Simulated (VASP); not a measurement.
Calculation: LDA (Ceperley-Alder, Perdew-Zunger), VASP's LDA PAW potentials (set 64) (plane waves; VASP).

VASP ran on this input.

INCAR:
```
! general
SYSTEM   = MoTe2
PREC     = Accurate
ENCUT    = 400
LREAL    = .FALSE.
LASPH    = .TRUE.

! electronic loop
EDIFF    = 1E-8   ! SCF stop (eV)
NELM     = 100   ! most electronic steps
ALGO     = Normal   ! blocked Davidson
LMAXMIX  = 4   ! l cut-off of mixed one-centre charges

! smearing
ISMEAR   = 0
SIGMA    = 0.01   ! width (eV)

! output
LWAVE    = .FALSE.
LCHARG   = .FALSE.

! other
LEPSILON = .TRUE.
```

**POSCAR**
```
MoTe2
1
    1.7362062540    -3.0071970402     0.0000000000
    1.7362062540     3.0071970402     0.0000000000
    0.0000000000     0.0000000000    13.7096940372
Te Mo
4 2
Direct
  0.3333330000   0.6666670000   0.8812506557
  0.6666670000   0.3333330000   0.3812506557
  0.6666670000   0.3333330000   0.1187493443
  0.3333330000   0.6666670000   0.6187493443
  0.3333330000   0.6666670000   0.2500000000
  0.6666670000   0.3333330000   0.7500000000
```

KPOINTS:
```
Automatic mesh
0
Gamma
7 7 2
0 0 0
```

POTCAR, in this order: Te Mo_sv (LDA.64 set). Program: vasp_std.

The run wrote:

File OSZICAR:
```
...
RMM:   2    -0.830588624272E+01   -0.78930E+00   -0.51209E-01  1639   0.167E+00
RMM:   3    -0.832120648930E+01   -0.15320E-01   -0.64766E-02  1699   0.387E-01
RMM:   4    -0.832193054083E+01   -0.72405E-03   -0.53615E-03  1762   0.103E-01
RMM:   5    -0.832202233862E+01   -0.91798E-04   -0.56596E-04  1776   0.302E-02
RMM:   6    -0.832203073515E+01   -0.83965E-05   -0.58806E-05  1753   0.916E-03
RMM:   7    -0.832203153832E+01   -0.80317E-06   -0.35386E-05  1626   0.272E-03
RMM:   8    -0.832203162987E+01   -0.91554E-07    0.19533E-06  1360   0.105E-03
RMM:   9    -0.832203164016E+01   -0.10286E-07   -0.74832E-06  1121   0.504E-04
RMM:  10    -0.832203163684E+01    0.33147E-08    0.27868E-06  1023   0.344E-04
RMM:  11    -0.832203163160E+01    0.52416E-08   -0.41540E-06   886   0.281E-04
RMM:  12    -0.832203163882E+01   -0.72163E-08   -0.18421E-06   786   0.267E-04
RMM:  13    -0.832203163124E+01    0.75812E-08   -0.28968E-06   728   0.261E-04
RMM:  14    -0.832203163465E+01   -0.34172E-08   -0.21108E-06   699   0.258E-04
 Linear response to external field (no local field effect), progress :
  Direction:   3
       N       E                     dE             d eps       ncg     rms          rms(c)
RMM:   1    -0.543544472327E+01   -0.54354E+01   -0.29612E+01  2121   0.902E+00
RMM:   2    -0.593032611262E+01   -0.49488E+00   -0.32281E-01  1605   0.155E+00
RMM:   3    -0.593838886736E+01   -0.80628E-02   -0.47200E-02  1674   0.361E-01
RMM:   4    -0.593873616707E+01   -0.34730E-03   -0.29235E-03  1728   0.871E-02
RMM:   5    -0.593878998918E+01   -0.53822E-04   -0.34773E-04  1782   0.251E-02
RMM:   6    -0.593879438623E+01   -0.43971E-05   -0.22332E-05  1710   0.664E-03
RMM:   7    -0.593879481666E+01   -0.43042E-06   -0.58178E-07  1561   0.189E-03
RMM:   8    -0.593879483166E+01   -0.15000E-07    0.43131E-06  1358   0.693E-04
RMM:   9    -0.593879483534E+01   -0.36878E-08   -0.31117E-06  1046   0.345E-04
RMM:  10    -0.593879484393E+01   -0.85880E-08    0.25307E-06   906   0.256E-04
RMM:  11    -0.593879483918E+01    0.47562E-08   -0.19467E-06   773   0.228E-04
RMM:  12    -0.593879484281E+01   -0.36341E-08   -0.22425E-06   715   0.222E-04
RMM:  13    -0.593879484048E+01    0.23293E-08   -0.10449E-06   672   0.219E-04
RMM:  14    -0.593879484377E+01   -0.32891E-08   -0.17086E-06   648   0.218E-04
 Linear response to external field, progress :
  Direction:   1
       N       E                     dE             d eps       ncg     rms          rms(c)
RMM:   1    -0.733312968535E+01   -0.73331E+01   -0.46157E+01  4384   0.957E+00
RMM:   2    -0.805123932404E+01   -0.71811E+00   -0.52761E-01  3272   0.168E+00    0.535E+00
RMM:   3    -0.779762718267E+01    0.25361E+00   -0.27484E-01  3119   0.281E+00    0.287E+00
RMM:   4    -0.793659155614E+01   -0.13896E+00   -0.31451E-01  3214   0.277E+00    0.483E-01
RMM:   5    -0.795533863396E+01   -0.18747E-01    0.15797E-02  3264   0.755E-01    0.151E-01
RMM:   6    -0.796623444629E+01   -0.10896E-01   -0.26203E-02  3357   0.255E-01    0.549E-02
RMM:   7    -0.796634654448E+01   -0.11210E-03   -0.25475E-03  3537   0.916E-02    0.216E-02
RMM:   8    -0.796662215394E+01   -0.27561E-03   -0.43254E-03  3594   0.312E-02    0.831E-03
RMM:   9    -0.796662031995E+01    0.18340E-05   -0.38820E-03  3557   0.107E-02    0.299E-03
RMM:  10    -0.796629670580E+01    0.32361E-03    0.18503E-04  3888   0.417E-03    0.920E-04
RMM:  11    -0.796622094513E+01    0.75761E-04    0.52237E-04  3986   0.177E-03    0.308E-04
RMM:  12    -0.796615207167E+01    0.68873E-04    0.12620E-03  4133   0.995E-04    0.983E-05
RMM:  13    -0.796612719724E+01    0.24874E-04    0.14667E-03  3957   0.723E-04    0.390E-05
RMM:  14    -0.796615549071E+01   -0.28293E-04    0.11728E-03  3280   0.654E-04    0.198E-05
RMM:  15    -0.796614359357E+01    0.11897E-04    0.12898E-03  2713   0.637E-04    0.882E-06
 Linear response to external field, progress :
  Direction:   2
       N       E                     dE             d eps       ncg     rms          rms(c)
RMM:   1    -0.736817126149E+01   -0.73682E+01   -0.46508E+01  4427   0.958E+00
RMM:   2    -0.805371823390E+01   -0.68555E+00   -0.52880E-01  3278   0.167E+00    0.535E+00
RMM:   3    -0.779580618029E+01    0.25791E+00   -0.24087E-01  3100   0.280E+00    0.288E+00
RMM:   4    -0.792526889077E+01   -0.12946E+00   -0.19838E-01  3205   0.277E+00    0.480E-01
RMM:   5    -0.795883650884E+01   -0.33568E-01   -0.10129E-02  3249   0.752E-01    0.120E-01
RMM:   6    -0.796186953005E+01   -0.30330E-02    0.19314E-02  3428   0.238E-01    0.571E-02
RMM:   7    -0.796636235068E+01   -0.44928E-02   -0.25697E-03  3412   0.865E-02    0.230E-02
RMM:   8    -0.796634732870E+01    0.15022E-04   -0.20857E-03  3406   0.381E-02    0.106E-02
RMM:   9    -0.796574249932E+01    0.60483E-03    0.38270E-03  3451   0.144E-02    0.513E-03
RMM:  10    -0.796590782738E+01   -0.16533E-03    0.33194E-03  3724   0.585E-03    0.173E-03
RMM:  11    -0.796593259373E+01   -0.24766E-04    0.28686E-03  3951   0.240E-03    0.699E-04
RMM:  12    -0.796617964131E+01   -0.24705E-03    0.29861E-04  4124   0.124E-03    0.171E-04
RMM:  13    -0.796617408941E+01    0.55519E-05    0.32474E-04  4317   0.832E-04    0.748E-05
RMM:  14    -0.796624379764E+01   -0.69708E-04   -0.39306E-04  3926   0.716E-04    0.419E-05
RMM:  15    -0.796625787438E+01   -0.14077E-04   -0.54336E-04  3259   0.681E-04    0.254E-05
RMM:  16    -0.796625186508E+01    0.60093E-05   -0.47783E-04  2962   0.668E-04    0.233E-05
RMM:  17    -0.796626379475E+01   -0.11930E-04   -0.61134E-04  2931   0.670E-04    0.678E-06
 Linear response to external field, progress :
  Direction:   3
       N       E                     dE             d eps       ncg     rms          rms(c)
RMM:   1    -0.543544472326E+01   -0.54354E+01   -0.29612E+01  2121   0.902E+00
RMM:   2    -0.593027221476E+01   -0.49483E+00   -0.32228E-01  1607   0.155E+00    0.894E+00
RMM:   3    -0.471400924550E+01    0.12163E+01   -0.44796E+00  1600   0.550E+00    0.541E+00
RMM:   4    -0.480055060765E+01   -0.86541E-01   -0.13907E+00  1794   0.239E+00    0.263E+00
RMM:   5    -0.481550922128E+01   -0.14959E-01   -0.24157E-01  1514   0.165E+00    0.419E-01
RMM:   6    -0.480967102882E+01    0.58382E-02   -0.40838E-02  1571   0.669E-01    0.249E-01
RMM:   7    -0.481472705368E+01   -0.50560E-02   -0.47808E-03  1715   0.171E-01    0.845E-02
RMM:   8    -0.481314637593E+01    0.15807E-02   -0.72262E-04  1612   0.822E-02    0.505E-02
RMM:   9    -0.481341075254E+01   -0.26438E-03   -0.11175E-04  1724   0.355E-02    0.194E-02
RMM:  10    -0.481356131804E+01   -0.15057E-03    0.53842E-05  1616   0.168E-02    0.100E-02
RMM:  11    -0.481360485255E+01   -0.43535E-04    0.34085E-05  1720   0.102E-02    0.218E-03
RMM:  12    -0.481354431166E+01    0.60541E-04    0.62288E-05  1761   0.422E-03    0.270E-03
RMM:  13    -0.481353289292E+01    0.11419E-04    0.49332E-05  1811   0.138E-03    0.132E-03
RMM:  14    -0.481351504974E+01    0.17843E-04    0.18406E-05  1724   0.904E-04    0.297E-04
RMM:  15    -0.481351885173E+01   -0.38020E-05    0.78704E-06  1753   0.516E-04    0.136E-04
RMM:  16    -0.481351664515E+01    0.22066E-05   -0.25553E-06  1482   0.288E-04    0.420E-05
RMM:  17    -0.481351545984E+01    0.11853E-05    0.46876E-06  1015   0.197E-04    0.227E-05
RMM:  18    -0.481351589921E+01   -0.43937E-06   -0.11735E-05   840   0.187E-04    0.131E-05
RMM:  19    -0.481351422337E+01    0.16758E-05    0.13776E-05   687   0.182E-04    0.371E-06
```

File OUTCAR:
```
------------------------ aborting loop because EDIFF is reached ----------------------------------------

 HEAD OF MICROSCOPIC STATIC DIELECTRIC TENSOR (INDEPENDENT PARTICLE, excluding Hartree and local field effects)
 ------------------------------------------------------
          21.398421    -0.000000     0.000000
           0.000000    21.398415     0.000000
          -0.000000     0.000000    16.013216
 ------------------------------------------------------

 MACROSCOPIC STATIC DIELECTRIC TENSOR (including local field effects in DFT)
 ------------------------------------------------------
          20.296992     0.000000     0.000000
           0.000000    20.296987     0.000000
           0.000000    -0.000000    12.759085
 ------------------------------------------------------

 PIEZOELECTRIC TENSOR (including local field effects)  for field in x, y, z        (e  Angst)
          XX          YY          ZZ          XY          YZ          ZX
  --------------------------------------------------------------------------------
  x     0.00000     0.00000     0.00000     0.00000     0.00000     0.00000
  y     0.00000     0.00000     0.00000     0.00000     0.00000     0.00000
  z     0.00000     0.00000     0.00000     0.00000     0.00000     0.00000

 PIEZOELECTRIC TENSOR (including local field effects)  for field in x, y, z        (C/m^2)
          XX          YY          ZZ          XY          YZ          ZX
  --------------------------------------------------------------------------------
  x     0.00000     0.00000     0.00000     0.00000     0.00000     0.00000
  y     0.00000     0.00000     0.00000     0.00000     0.00000     0.00000
  z     0.00000     0.00000     0.00000     0.00000     0.00000     0.00000

 BORN EFFECTIVE CHARGES (including local field effects) (in |e|, cummulative output)
 ---------------------------------------------------------------------------------
 ion    1
    1     1.63220     0.00000     0.00000
    2     0.00000     1.63219     0.00000
    3     0.00000     0.00000     0.96752
 ion    2
    1     1.63220     0.00000     0.00000
    2     0.00000     1.63219     0.00000
    3     0.00000     0.00000     0.96752
 ion    3
    1     1.63220     0.00000     0.00000
    2     0.00000     1.63219     0.00000
    3    -0.00000    -0.00000     0.96752
 ion    4
    1     1.63220     0.00000     0.00000
    2     0.00000     1.63219     0.00000
    3    -0.00000     0.00000     0.96752
 ion    5
    1    -3.26439     0.00000     0.00000
    2     0.00000    -3.26439     0.00000
    3     0.00000     0.00000    -1.93504
 ion    6
    1    -3.26439     0.00000     0.00000
    2     0.00000    -3.26439     0.00000
    3     0.00000     0.00000    -1.93504
```
(Selected blocks of OUTCAR.)

The dielectric response may not be converged in the k-mesh; for small gaps it tends to come out too large.

The compound is MoTe2 in the 2H layered structure. It was relaxed first.
